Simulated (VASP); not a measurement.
Here is the system:

```
CELL_PARAMETERS angstrom
      0.00000     3.13253     3.13253
      3.13253     0.00000     3.13253
      3.13253     3.13253     0.00000
ATOMIC_POSITIONS crystal
  Ba 0.00000 0.00000 0.00000
  S  0.50000 0.50000 0.50000
```

These are AM05 GGA, VASP's PBE PAW potentials (set 64) (plane waves; VASP) values and carry that method's errors. Settings: 520 eV cut-off, 7×7×7 Γ-centred mesh, Gaussian smearing of 0.050 eV, potentials Ba_sv S.

Task: What does the run give for the energy per atom (σ→0), pressure?

Result: 
energy per atom (σ→0): -5.097 eV/atom
pressure: 3.03 GPa

The absolute energy has meaning only against runs of the same code, potentials and settings.

The compound is BaS in the rock salt structure. This cell is one point of a volume scan, at 0.94 of the reference volume.
